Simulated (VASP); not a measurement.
```xyz
6
Lattice="3.4926 0.0000 0.0000 -1.7463 3.0246 0.0000 0.0000 0.0000 13.6696" Properties=species:S:1:pos:R:3 pbc="T T T"
Mo     0.0000     2.0164     3.4174
Mo     1.7463     1.0082    10.2522
Te     0.0000     2.0164     8.4343
Te     1.7463     1.0082     1.5995
Te     0.0000     2.0164    12.0701
Te     1.7463     1.0082     5.2353
```

All values below come from PBE GGA with D3 dispersion (Becke-Johnson damping), VASP's PBE PAW potentials (set 64) (plane waves; VASP). Run with 400 eV cut-off, Gaussian smearing of 0.050 eV, potentials Mo_sv Te.

Unless said otherwise, spin-orbit coupling is left out, though it shifts the bands of the heavy elements here.

Problem. Give the energies of bands 17 to 30 at the high-symmetry points, in eV from the valence-band maximum.

Solution. 
```tsv
band	Γ	M	K	A	L	H
17	-1.84	-4.09	-4.40	-1.83	-3.58	-4.13
18	-1.82	-3.21	-3.95	-1.83	-3.58	-4.13
19	-1.82	-2.59	-3.59	-1.83	-2.52	-3.87
20	-1.21	-2.44	-3.59	-1.83	-2.52	-3.87
21	-1.06	-2.12	-3.16	-1.04	-2.07	-2.71
22	-1.06	-1.91	-3.16	-1.04	-2.07	-2.71
23	-1.02	-1.12	-1.87	-1.04	-1.05	-2.11
24	-1.02	-1.04	-1.87	-1.04	-1.05	-2.11
25	-0.16	-0.67	-0.41	-0.04	-0.46	-0.29
26	0.00	-0.26	-0.09	-0.04	-0.46	-0.29
27	2.88	1.26	0.93	2.92	1.29	1.00
28	2.88	1.34	0.99	2.92	1.29	1.00
29	3.06	1.40	0.99	2.92	1.63	1.50
30	3.06	1.82	2.14	2.92	1.63	1.50
```

The gap is indirect, 0.59 eV, from the valence maximum at Γ to the conduction minimum at K-Γ at 0.44.

The structure comes from a measured Te2Mo entry (P6_3/mmc) of the Crystallography Open Database, whose conditions weren't checked. It was relaxed first.
